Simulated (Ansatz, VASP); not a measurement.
**Mo2NCl2 (Mo2NCl2 MXene monolayer): VASP beside Ansatz**

One calculation is typed for both programs; each brings its own data sets. How far apart do they land? The cell is taken from a series of runs on this material, whose earlier steps may have relaxed, scaled, displaced or heated it; both programs get it as it stands.

Main program and level: Ansatz 0.2.0; plane waves, with VASP 6.6.1 beside it; single point at PBE with D3(BJ).

**1. The starting structure**

The cell holds 5 atoms: 2 Cl, 2 Mo and 1 N. Its edges and angles: a = 2.961 Å, b = 2.961 Å, c = 24.383 Å, α = 90.0°, β = 90.0°, γ = 120.0°. Vacuum lies along c.

**2. Ansatz: single point, PBE with D3(BJ)**

Ansatz runs on its default PAW (the set named soft_2) files.

A single point gives forces, pressure and levels at one fixed geometry, so differences don't come from the geometry; what else differs is listed under the comparison.

Input file input.yaml:

```yaml
crystal:
  lattice:
    - [2.9607349608, 0.0, 0.0]
    - [-1.4803674804, 2.5640716899, 0.0]
    - [0.0, 0.0, 24.3834778277]
  atoms:
    - { symbol: Cl, position: [0.3333333333, 0.6666666667, 0.3691023923] }
    - { symbol: Mo, position: [0.6666666667, 0.3333333333, 0.4438614352] }
    - { symbol: "N", position: [0.0, 0.0, 0.5] }
    - { symbol: Mo, position: [0.3333333333, 0.6666666667, 0.5561385648] }
    - { symbol: Cl, position: [0.6666666667, 0.3333333333, 0.6308976077] }
kpoints:
  mp_grid: { grid: [18, 18, 1] }
  band_path:
    path: [[0, 0, 0], [0.5, 0, 0], [0.33333333, 0.33333333, 0], [0, 0, 0]]
    npoints: 16
hamiltonian:
  xc: pbe
  dispersion: d3bj
scf:
  occupations: { method: fermi_dirac, width: 0.05 }
  convergence: { dr2_threshold: 1.0e-10 }
efield:
  axis: 3
  dipole_correction: true
  ramp_position: 0.97
  ramp_width: 0.06
  amplitude: 0
output:
  dos: { projected: true, e_range: [-6, 5] }
  bader: true
  write_potential: true
  write_density: true
  volumetric_format: npy
  elf: true
```

The run is started by

```
$ ansatz run input.yaml --threads 4 --pin off --max-ram 6144MiB --backend cpu --events-out ev --progress --plain --runs-dir out
```

Numbers of over 12 decimals in the logs are rounded to 6 here.

Output:

```text
Engine: ansatz 0.2.0, x86_64-unknown-linux-gnu
Pseudopotentials: kind: paw
Pseudopotential: Cl, paw, valence charge 7, recommended cutoff 420 eV (normal), Cl.paw.azcp
Pseudopotential: Mo, paw, valence charge 14, recommended cutoff 420 eV (normal), Mo.paw.azcp
Pseudopotential: N, paw, valence charge 5, recommended cutoff 420 eV (normal), N.paw.azcp
Functional definition: PBE
  parameter kappa = 0.804
  parameter beta = 0.066725
  exchange = pbe_x(kappa = kappa, mu = beta*pi^2/3)
  correlation = pbe_c(beta = beta)
Crystal: 5 atoms, lattice volume = 185.108 Å³
Basis set: ecut = 420 eV, 3573 PW (Γ)
Bands: 29, of which v1, the nominal top of the filled ones, is band 24 counted from 1 (23 counted from 0)
Symmetry: 6 space group operations
k-points: 37 of 324 (time reversal used)
Non-local potential: Cl, projectors of the file, l = 0: 2, l = 1: 2, l = 2: 2
Non-local potential: Mo, projectors of the file, l = 0: 3, l = 1: 2, l = 2: 2, l = 3: 1
Non-local potential: N, projectors of the file, l = 0: 2, l = 1: 2, l = 2: 1
PAW form: soft (Blöchl's): semilocal exchange-correlation on the pseudo side does not see the compensation charge
PAW one-centre angular grid: Cl, 110 points (default); XC on 64 Gauss nodes
PAW one-centre angular grid: Mo, 590 points (default); XC on 64 Gauss nodes
PAW one-centre angular grid: N, 110 points (default); XC on 64 Gauss nodes
Initial density: superposition of atomic densities (neutral atoms: chi_scale 0, normalization atom), corrected by the library's trained network
Initial wavefunctions: pseudopotential atomic-orbital guess
Functional: x = pbe(κ = 0.804, μ = 0.219515), c = pbe(β = 0.066725)
SCF iter   1: F=—  HF=-12458.068646 eV  |F-HF|=—  |Δ(HF+E_count)|=         —  Δρ=7.25e-3  dr2=2.88e-1  ethr=1.77e-3  p=0.000 e·Å  D=2.14e-13 V/Å  ΔV_dip=-0.00 eV  dr2_dipole=1.39e-7  V_vac-E_F(+/−)=5.21/5.21 eV  ⟨swp⟩=8.9  Hψ=5913  notcnv=0
efield: sawtooth ramp at fractional position 0.9700 (set: `efield.ramp_position`, or a place that a band, a saddle search or an elastic batch's reference lends), width 0.0600; the density the first Hamiltonian is built on has a dipole p = 0.000 e·Å; the dipole correction subtracts the counter field D = 2.14e-13 V/Å, which shifts the + side's vacuum level by -0.00 eV against the − side's; the planar-averaged density in the ramp window peaks in size at 1.9e-5 e/Å³
preconditioner: auto → LDOS  [metal: Δε(μ)=0.017 eV  Ē_g=8.504 eV  σ=0.050 eV  W_gap=0.09  n_scr=16 (ndim 8)  ℏωp=15.2 eV  f_vac=0.606  D(μ)=3.13/eV (n_scr^D=12)  β→1.0]
SCF iter   2: F=—  HF=-12458.041296 eV  |F-HF|=—  |Δ(HF+E_count)|=   2.74e-2  Δρ=3.96e-3  dr2=3.24e-2  ethr=6.13e-4  p=0.000 e·Å  D=1.20e-5 V/Å  ΔV_dip=-0.00 eV  dr2_dipole=2.77e-7  V_vac-E_F(+/−)=4.23/4.23 eV  ⟨swp⟩=2.2  Hψ=1987  notcnv=0  defer=4
SCF iter   3: F=—  HF=-12458.035495 eV  |F-HF|=—  |Δ(HF+E_count)|=   5.80e-3  Δρ=1.22e-3  dr2=5.37e-3  ethr=6.89e-5  p=0.000 e·Å  D=5.82e-6 V/Å  ΔV_dip=-0.00 eV  dr2_dipole=2.94e-8  V_vac-E_F(+/−)=4.33/4.33 eV  ⟨swp⟩=2.3  Hψ=1953  notcnv=0  defer=4
SCF iter   4: F=—  HF=-12458.034466 eV  |F-HF|=—  |Δ(HF+E_count)|=   1.03e-3  Δρ=3.08e-4  dr2=2.90e-4  ethr=1.14e-5  p=0.000 e·Å  D=2.03e-6 V/Å  ΔV_dip=-0.00 eV  dr2_dipole=4.28e-9  V_vac-E_F(+/−)=4.27/4.27 eV  ⟨swp⟩=2.6  Hψ=1800  notcnv=0  defer=4
SCF iter   5: F=—  HF=-12458.034431 eV  |F-HF|=—  |Δ(HF+E_count)|=   3.48e-5  Δρ=5.96e-5  dr2=7.05e-6  ethr=6.17e-7  p=0.000 e·Å  D=8.70e-7 V/Å  ΔV_dip=-0.00 eV  dr2_dipole=1.09e-9  V_vac-E_F(+/−)=4.26/4.26 eV  ⟨swp⟩=2.1  Hψ=1591  notcnv=0  defer=4
SCF iter   6: F=—  HF=-12458.034432 eV  |F-HF|=—  |Δ(HF+E_count)|=   1.65e-6  Δρ=1.63e-5  dr2=3.00e-7  ethr=1.50e-8  p=0.000 e·Å  D=2.74e-7 V/Å  ΔV_dip=-0.00 eV  dr2_dipole=1.17e-10  V_vac-E_F(+/−)=4.25/4.25 eV  ⟨swp⟩=2.3  Hψ=2062  notcnv=0  defer=4
SCF iter   7: F=—  HF=-12458.034435 eV  |F-HF|=—  |Δ(HF+E_count)|=   2.78e-6  Δρ=4.07e-6  dr2=1.45e-8  ethr=6.39e-10  p=0.000 e·Å  D=5.06e-8 V/Å  ΔV_dip=-0.00 eV  dr2_dipole=1.16e-11  V_vac-E_F(+/−)=4.25/4.25 eV  ⟨swp⟩=2.5  Hψ=2145  notcnv=0  defer=4
SCF iter   8: F=—  HF=-12458.034435 eV  |F-HF|=—  |Δ(HF+E_count)|=   3.84e-8  Δρ=9.59e-7  dr2=1.41e-9  ethr=3.09e-11  p=0.000 e·Å  D=1.48e-8 V/Å  ΔV_dip=-0.00 eV  dr2_dipole=3.64e-13  V_vac-E_F(+/−)=4.25/4.25 eV  ⟨swp⟩=2.5  Hψ=1970  notcnv=0  defer=4
SCF iter   9: F=-12458.034435 eV  HF=-12458.034435 eV  |F-HF|=1.84e-10  |Δ(HF+E_count)|=   1.29e-9  Δρ=2.61e-7  dr2=6.79e-11  ethr=1.00e-12  p=-0.000 e·Å  D=-7.07e-9 V/Å  ΔV_dip=0.00 eV  dr2_dipole=5.31e-15  V_vac-E_F(+/−)=4.25/4.25 eV  ⟨swp⟩=3.6  Hψ=4354  notcnv=0
SCF 1 converged in 9 iterations: F = -12458.034435 eV  dr2 = 6.79e-11
  greatest PAW one-centre occupation: 0.998 electrons in one spin orbital (limit 2), on the Mo atom at site 1 (counted from 0), in its partial waves of l = 0
NSCF: frozen V_eff on 49 k-points
efield: sawtooth ramp at fractional position 0.9700 (kept from the solve that this one continues, or follows in the run), width 0.0600; the density the first Hamiltonian is built on has a dipole p = -0.000 e·Å; the dipole correction subtracts the counter field D = -7.07e-9 V/Å, which shifts the + side's vacuum level by +0.00 eV against the − side's; the planar-averaged density in the ramp window peaks in size at 4.7e-6 e/Å³
WARN: The output density's exchange-correlation potential varies sharply where the density is thin. Do not read a vacuum level from v_tot or v_xc, or from such a field of the output density. On a cell that repeats whose density bears no net charge and no dipole along the vacuum's axis use v_es (v_loc + v_h of the components); under efield.dipole_correction with no amplitude use v_es + v_field, which holds any externa [...]
SCF converged after 9 iterations
Free energy (F): -12458.034435 eV
Harris-Foulkes:  -12458.034435 eV  (|F-HF|=1.84e-10)
Internal energy: -12458.009301 eV  (E = F + TS)
E sigma→0 (E₀):  -12458.021868 eV
Entropy (-TS):   -0.025134 eV (-5.027 meV/atom)
Fermi energy:    3.067318 eV
Dipole field:    D = -0.000000 V/Å  (p = -0.000000 e·Å, saw-weighted, corrected)
Work function:   Φ+ = 4.2547 eV   Φ− = 4.2547 eV
Levels:          The Fermi level and band energies are counted from a zero that moves with the ramp; work functions are not
--- Per-component energies (eV) ---
  E_band       = -750.583042
  E_kinetic    = 1341.232017
  E_local      = -55227.425514  (includes V_loc(G=0)·N_el)
  E_nonlocal   = 389.408740
  E_hartree    = 26913.222678
  E_xc         = -642.356396
  E_vxc        = -780.173840  (∫ρ·V_xc dr)
  E_paw        = -7848.101443  (= ΣΔE_a)
  E_vpaw       = -300.069862  (= ΣTr[D̂ρ^β])
  E_aug_tail   = 0.000351  (compensation charges beyond the density's cutoff)
  E_efield     = 0.000000  (sawtooth field / dipole correction)
  E_vefield    = 0.000000  (∫n·V_field dr)
  E_ewald      = 22617.767237
  E_disp       = -1.756972  (pairwise vdW)
  E_smearing   = -0.025134  (= −TS)
  E_closure    = 0.000000  (closes the sum)
  Σ components = -12458.034435   (vs F -12458.034435, Δ=0.00e0)
--- Band table (eV; the first three rows and the last of 37) ---
  k-point 0: bands = [... 20 lower, 0.8323, 1.7950, 1.7950, 2.5215, 2.8228, 2.8228, 3.5315, 3.5315, ... 1 higher]
  k-point 1: bands = [... 20 lower, 0.6885, 1.7312, 1.8765, 2.5651, 2.8134, 2.8986, 3.5588, 3.5888, ... 1 higher]
  k-point 2: bands = [... 20 lower, 0.4023, 1.4774, 2.0499, 2.5837, 2.7519, 3.0891, 3.6410, 3.8906, ... 1 higher]
  k-point 36: bands = [... 20 lower, 1.9384, 2.6470, 2.7496, 2.7496, 3.9783, 3.9783, 5.1220, 5.8893, ... 1 higher]
--- Bader charges: 5 sites ---
  site symbol  charge [e]  shift [e]
     0     Cl     -0.5322     0.0005
     1     Mo      1.2575     0.0007
     2      N     -1.4505     0.0003
     3     Mo      1.2575     0.0007
     4     Cl     -0.5322     0.0005
  estimated error of the sums over rays = 5.4e-4 e
```

**3. VASP: single point, PBE with D3(BJ)**

The same cell, functional, mesh and smearing now go to VASP, with its own data sets.

Lines of VASP's logs that name or quote its potential files are left out, and so is its time.

Input file INCAR:

```
SYSTEM = Mo2NCl2
PREC = Accurate
ENCUT = 520
EDIFF = 1E-06
NELM = 120
ISMEAR = -1
SIGMA = 0.05
LREAL = .FALSE.
ALGO = Normal
GGA = PE
IVDW = 12
NBANDS = 29
LASPH = .TRUE.
LORBIT = 11
LWAVE = .FALSE.
LCHARG = .FALSE.
ISIF = 2
LDIPOL = .TRUE.
IDIPOL = 3
DIPOL = 0.5 0.5 0.5
LVHAR = .TRUE.
GGA_COMPAT = .FALSE.
NELMDL = -8
KPAR = 2
```

Input file POSCAR:

```
Mo2NCl2
1.0
    2.9607349608      0.0000000000      0.0000000000
   -1.4803674804      2.5640716899      0.0000000000
    0.0000000000      0.0000000000     24.3834778277
Cl Mo N
2 2 1
Direct
    0.3333333333      0.6666666667      0.3691023923
    0.6666666667      0.3333333333      0.6308976077
    0.6666666667      0.3333333333      0.4438614352
    0.3333333333      0.6666666667      0.5561385648
    0.0000000000      0.0000000000      0.5000000000
```

Input file KPOINTS:

```
Automatic mesh
0
Gamma
18 18 1
0 0 0
```

PAW data sets: Cl, Mo_sv and N (PBE family, release 64).

The run is started by

```
$ mpirun -np 2 vasp_std
```

Output:

```text
[banner, memory and clock lines left out]
running    2 mpi-ranks, on    1 nodes
 distrk:  each k-point on    1 cores,    2 groups
 distr:  one band on    1 cores,    1 groups

 POSCAR found type information on POSCAR ClMoN
 POSCAR found :  3 types and       5 ions
 LDA part: xc-table for (Slater+PW92), standard interpolation
 POSCAR, INCAR and KPOINTS ok, starting setup
 FFT: planning ... GRIDC
 FFT: planning ... GRID_SOFT
 FFT: planning ... GRID
 WAVECAR not read
 entering main loop
       N       E                     dE             d eps       ncg     rms          rms(c)
DAV:   1     0.454939132505E+03    0.45494E+03   -0.26199E+04  2642   0.139E+03
DAV:   2    -0.513365981397E+01   -0.46007E+03   -0.44777E+03  2725   0.370E+02
DAV:   3    -0.380822165450E+02   -0.32949E+02   -0.31482E+02  2635   0.905E+01
DAV:   4    -0.394276481503E+02   -0.13454E+01   -0.13112E+01  2851   0.168E+01
DAV:   5    -0.394646471294E+02   -0.36999E-01   -0.36795E-01  2735   0.245E+00
DAV:   6    -0.394658503121E+02   -0.12032E-02   -0.12021E-02  2957   0.415E-01
DAV:   7    -0.394658986919E+02   -0.48380E-04   -0.48374E-04  2762   0.650E-02
DAV:   8    -0.394659009087E+02   -0.22167E-05   -0.22166E-05  2413   0.134E-02    0.327E+01
DAV:   9    -0.356274704896E+02    0.38384E+01   -0.31580E+01  2575   0.304E+01    0.120E+01
DAV:  10    -0.353212696401E+02    0.30620E+00   -0.50699E+00  2524   0.130E+01    0.747E+00
DAV:  11    -0.351576458338E+02    0.16362E+00   -0.99752E-01  2702   0.630E+00    0.903E-01
DAV:  12    -0.351619112945E+02   -0.42655E-02   -0.90635E-02  2640   0.154E+00    0.754E-01
DAV:  13    -0.351597038115E+02    0.22075E-02   -0.87142E-03  2774   0.632E-01    0.378E-01
DAV:  14    -0.351590949463E+02    0.60887E-03   -0.31457E-03  2679   0.357E-01    0.101E-01
[...]
DAV:  19    -0.351593115892E+02   -0.19599E-03   -0.13719E-04  2418   0.509E-02    0.453E-02
DAV:  20    -0.351593080153E+02    0.35739E-05   -0.17070E-05  2475   0.211E-02    0.231E-02
DAV:  21    -0.351593258192E+02   -0.17804E-04   -0.88871E-06  2254   0.138E-02    0.492E-03
DAV:  22    -0.351593528713E+02   -0.27052E-04   -0.21651E-06  1934   0.634E-03    0.380E-03
DAV:  23    -0.351593644725E+02   -0.11601E-04   -0.53491E-07  1504   0.455E-03    0.244E-03
DAV:  24    -0.351593697436E+02   -0.52711E-05   -0.57181E-07  1430   0.334E-03    0.238E-03
DAV:  25    -0.351593708374E+02   -0.10938E-05   -0.94986E-08  1258   0.195E-03    0.805E-04
DAV:  26    -0.351593713757E+02   -0.53830E-06   -0.34638E-08  1198   0.761E-04
   1 F= -.36916166E+02 E0= -.36903644E+02  d E =-.250447E-01
```

OUTCAR, selected parts (step 3):

```text
ion  position               nearest neighbor table
   1  0.333  0.667  0.369-   3 2.50   3 2.50   3 2.50
   2  0.667  0.333  0.631-   4 2.50   4 2.50   4 2.50
   3  0.667  0.333  0.444-   5 2.19   5 2.19   5 2.19   1 2.50   1 2.50   1 2.50   4 3.23   4 3.23
                             4 3.23
   4  0.333  0.667  0.556-   5 2.19   5 2.19   5 2.19   2 2.50   2 2.50   2 2.50   3 3.23   3 3.23
                             3 3.23
   5  0.000  0.000  0.500-   3 2.19   4 2.19   4 2.19   3 2.19   3 2.19   4 2.19

  LATTYP: Found a hexagonal cell.
 ALAT       =     2.9607349608
 C/A-ratio  =     8.2356165447

 Subroutine GETGRP returns: Found 12 space group operations
 (whereof 12 operations were pure point group operations)

The static configuration has the point symmetry D_3d.

 Found     37 irreducible k-points:

   k-points           NKPTS =     37   k-points in BZ     NKDIM =     37   number of bands    NBANDS=     29

   dimension x,y,z NGX =    24 NGY =   24 NGZ =  192
   dimension x,y,z NGXF=    48 NGYF=   48 NGZF=  384

   ENCUT  =  520.0 eV  38.22 Ry    6.18 a.u.   5.51  5.51 45.34*2*pi/ulx,y,z

   NELECT =      47.0000    total number of electrons

 k-points in reciprocal lattice and weights: Automatic mesh
   0.00000000  0.00000000  0.00000000       0.003
   0.05555556 -0.00000000  0.00000000       0.019
   0.11111111 -0.00000000  0.00000000       0.019
   0.16666667 -0.00000000  0.00000000       0.019
   0.22222222 -0.00000000  0.00000000       0.019
   0.27777778  0.00000000  0.00000000       0.019
   0.33333333 -0.00000000  0.00000000       0.019
   0.38888889  0.00000000  0.00000000       0.019
   0.44444444 -0.00000000  0.00000000       0.019
[...]
0.33333333  0.27777778  0.00000000       0.037
   0.33333333  0.33333333  0.00000000       0.006

 dipolmoment           0.000000      0.000000      0.000000 electrons x Angstroem

 average (electrostatic) potential at core
       1 -96.1315       2 -96.1315       3 -81.4398       4 -81.4398       5 -68.8864

 E-fermi :   1.1997

 k-point     1 :       0.0000    0.0000    0.0000
  band No.  band energies     occupation
    ...
     22      -0.0751      2.00000
     23      -0.0751      2.00000
     24       0.6535      1.99996
     25       0.9576      1.98436
     26       0.9576      1.98436
     27       1.6595      0.00020
     28       1.6595      0.00020
     29       4.3907      0.00000

 k-point     2 :       0.0556   -0.0000    0.0000
  band No.  band energies     occupation
    ...
     22      -0.1403      2.00000
     23       0.0057      2.00000
     24       0.6968      1.99991
     25       0.9472      1.98728
     26       1.0329      1.93135
     27       1.6869      0.00012
     28       1.7185      0.00006
     29       4.2085      0.00000

 k-point     3 :       0.1111   -0.0000    0.0000
  band No.  band energies     occupation
    ...
     22      -0.3949      2.00000
     23       0.1795      2.00000
     24       0.7160      1.99987
     25       0.8830      1.99646
     26       1.2220      0.78072
     27       1.7696      0.00002
     28       2.0231      0.00000
     29       3.9349      0.00000

 Edisp (eV)   -1.75679

  Total      -0.12800    -0.12800     0.33147    -0.00000     0.00000     0.00000
  in kB      -1.10793    -1.10793     2.86900    -0.00000     0.00000     0.00000
  external pressure =        0.22 kB  Pullay stress =        0.00 kB

  energy-cutoff  :      520.00
  volume of cell :      185.11
      direct lattice vectors                 reciprocal lattice vectors
     2.960734961  0.000000000  0.000000000     0.337753974  0.195002348  0.000000000
    -1.480367480  2.564071690  0.000000000     0.000000000  0.390004696  0.000000000
     0.000000000  0.000000000 24.383477828     0.000000000  0.000000000  0.041011377

 POSITION                                       TOTAL-FORCE (eV/Angst)
 -----------------------------------------------------------------------------------
     -0.00000      1.70938      9.00000         0.000000      0.000000     -0.030151
      1.48037      0.85469     15.38348         0.000000     -0.000000      0.030151
      1.48037      0.85469     10.82289        -0.000000      0.000000     -0.071824
     -0.00000      1.70938     13.56059         0.000000      0.000000      0.071824
      0.00000      0.00000     12.19174         0.000000      0.000000      0.000000
 -----------------------------------------------------------------------------------
    total drift:                                0.000000     -0.000000     -0.000000

  FREE ENERGIE OF THE ION-ELECTRON SYSTEM (eV)
  ---------------------------------------------------
  free  energy   TOTEN  =       -36.9161663679 eV

  energy  without entropy=      -36.8911216532  energy(sigma->0) =      -36.90364401

 vacuum level on the upper side and lower side of the slab         5.432         5.432

 total charge
# of ion       s       p       d       tot
------------------------------------------
    1        1.614   3.518   0.000   5.132
    2        1.614   3.518   0.000   5.132
    3        2.242   6.164   3.952  12.359
    4        2.242   6.164   3.952  12.359
    5        1.226   2.479   0.000   3.706
--------------------------------------------------
tot          8.940  21.842   7.905  38.687

[... 3 further parts left out ...]
```

This run has no spin polarisation, so a moment on Mo, if there is one, isn't seen. Its electron count is odd, so without a moment it is a metal by construction.

**4. Differences**

Known differences besides the potentials themselves: the cutoff is 420 eV in Ansatz and 520 eV in VASP. Total energies have different zeros and are not compared.

Compared:

| quantity | Ansatz | VASP | difference |
| --- | --- | --- | --- |
| work function, lower of the two faces (eV) | 4.25 | 4.23 | +0.02 |
| work function, higher of the two faces (eV) | 4.25 | 4.23 | +0.02 |

With vacuum in the cell, a pressure given here is an average over mostly empty space and none of the material.

**5. Results**

| Property | Result |
| --- | --- |
| difference in work function, lower of the two faces (single point, PBE with D3(BJ)) | 0.022 eV |

**Reading.** The difference in work function, lower of the two faces is 0.022 eV (single point, PBE with D3(BJ)). How closely two codes agree says nothing of how well the functional describes the real material.

[Lines on the potential files, build, host, timing and source positions are cut from VASP's logs without a mark.]

[Logs are printed without paths, hosts, clocks, repeated set-up lines and the standing remarks that a program may print on its own settings, such as how far it seeks lower states.]

[Hosts, paths, dates, database ids (printed as entryN), source tags and the programs' standing remarks are cut or masked in the printed files.]
